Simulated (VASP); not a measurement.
Input:

```xyz
1
Lattice="-1.6573 1.6573 1.6573 1.6573 -1.6573 1.6573 1.6573 1.6573 -1.6573" Properties=species:S:1:pos:R:3 pbc="T T T"
Au     0.0000     0.0000     0.0000
```

All values below come from LDA (Ceperley-Alder, Perdew-Zunger), VASP's LDA PAW potentials (set 64) (plane waves; VASP). Numerical set-up: 400 eV cut-off, 14×14×14 Γ-centred mesh, first-order Methfessel-Paxton smearing of 0.10 eV, potentials Au.

Energy and stress use the plane-wave basis of the starting cell.

**Question.** The ions, cell shape and volume are relaxed. What does this cell relax into?

**Answer.** 
```xyz
1
Lattice="-1.6080 1.6080 1.6080 1.6080 -1.6080 1.6080 1.6080 1.6080 -1.6080" Properties=species:S:1:pos:R:3 pbc="T T T"
Au     0.0000     0.0000     0.0000
```
Space group Im-3m (229), at a tolerance of 0.03 Å.

**Question.** How do energy and volume change from the first to the last step?

**Answer.** The energy (σ→0) changes by -73.4 meV/atom and the volume by -8.7 %, in 7 ionic steps.

```json
[
 {"step": "1", "E(σ→0) (eV)": "-4.3511", "max force (eV/Å)": "0.000", "pressure (GPa)": "-13.55", "volume (Å³)": "18.21"},
 {"step": "2", "E(σ→0) (eV)": "-4.1875", "max force (eV/Å)": "0.000", "pressure (GPa)": "40.54", "volume (Å³)": "14.44"},
 {"step": "3", "E(σ→0) (eV)": "-4.4244", "max force (eV/Å)": "0.000", "pressure (GPa)": "-0.68", "volume (Å³)": "16.69"},
 {"step": "4", "E(σ→0) (eV)": "-4.4245", "max force (eV/Å)": "0.000", "pressure (GPa)": "-0.21", "volume (Å³)": "16.64"},
 {"step": "5", "E(σ→0) (eV)": "-4.4245", "max force (eV/Å)": "0.000", "pressure (GPa)": "0.16", "volume (Å³)": "16.61"},
 {"step": "6", "E(σ→0) (eV)": "-4.4245", "max force (eV/Å)": "0.000", "pressure (GPa)": "-0.19", "volume (Å³)": "16.65"},
 {"step": "7", "E(σ→0) (eV)": "-4.4245", "max force (eV/Å)": "0.000", "pressure (GPa)": "-0.01", "volume (Å³)": "16.63"}
]
```

The structure comes from a computed database's Au entry (Im-3m); how it stands against other phases isn't given here. This run relaxes it. Symmetry was kept, so distortions that lower it aren't found.
